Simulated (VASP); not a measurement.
OSZICAR of a VASP run on MgS (rock salt):

**OSZICAR**
```
       N       E                     dE             d eps       ncg     rms          rms(c)
DAV:   1     0.179405975042E+02    0.17941E+02   -0.32800E+03  1616   0.654E+02
DAV:   2    -0.866390369457E+01   -0.26605E+02   -0.24942E+02  2120   0.978E+01
DAV:   3    -0.942763890484E+01   -0.76374E+00   -0.76374E+00  1816   0.224E+01
DAV:   4    -0.943083008079E+01   -0.31912E-02   -0.31912E-02  2384   0.161E+00
DAV:   5    -0.943083414552E+01   -0.40647E-05   -0.40647E-05  1968   0.463E-02    0.416E+00
DAV:   6    -0.910586257346E+01    0.32497E+00   -0.81889E-01  1552   0.443E+00    0.315E+00
DAV:   7    -0.906425380576E+01    0.41609E-01   -0.20211E-01  1944   0.233E+00    0.198E+00
DAV:   8    -0.906169248347E+01    0.25613E-02   -0.89392E-03  1752   0.757E-01    0.702E-01
DAV:   9    -0.906157272632E+01    0.11976E-03   -0.38865E-04  1920   0.153E-01    0.241E-01
DAV:  10    -0.906157834717E+01   -0.56208E-05   -0.50300E-05  2160   0.438E-02    0.471E-02
DAV:  11    -0.906158059021E+01   -0.22430E-05   -0.77432E-07  1816   0.766E-03    0.106E-02
DAV:  12    -0.906158065773E+01   -0.67517E-07   -0.89904E-08   976   0.207E-03
   1 F= -.90615807E+01 E0= -.90615807E+01  d E =-.250857E-13
```

**Question.** Which electronic solver shows in the log?

**Answer.** It is blocked Davidson (ALGO = Normal, or the opening steps of other solvers). The INCAR had ALGO = Normal.

**Question.** Can the final energy be trusted as converged?

**Answer.** Self-consistency was reached. It stopped with EDIFF = 1E-6, NELM = 100 (PBEsol GGA, plane waves, VASP's PBE PAW potentials (set 64)).

The compound is MgS in the rock salt structure. The cell was not relaxed at this level, atoms are displaced from their ideal sites. The run is one of a series of settings (GGA = PS against the base run), some of them coarse on purpose.
